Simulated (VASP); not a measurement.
```xyz
3
Lattice="0.0000 2.9807 2.9807 2.9807 0.0000 2.9807 2.9807 2.9807 0.0000" Properties=species:S:1:pos:R:3 pbc="T T T"
Li     1.4903     1.4903     1.4903
Li     4.4710     4.4710     4.4710
Se     5.9613     2.9807     2.9807
```

The numbers are results of revTPSS meta-GGA, VASP's PBE PAW potentials (set 64) (plane waves; VASP), not measurements. Settings: 520 eV cut-off, 7×7×7 Γ-centred mesh, Gaussian smearing of 0.050 eV, potentials Li_sv Se.

Problem. Estimate the energy per atom (σ→0).

Solution. 
```json
{
 "energy per atom (σ→0)": "-1.788 eV/atom"
}
```

The absolute energy has meaning only against runs of the same code, potentials and settings.

The compound is Li2Se in the antifluorite structure. It was relaxed first.
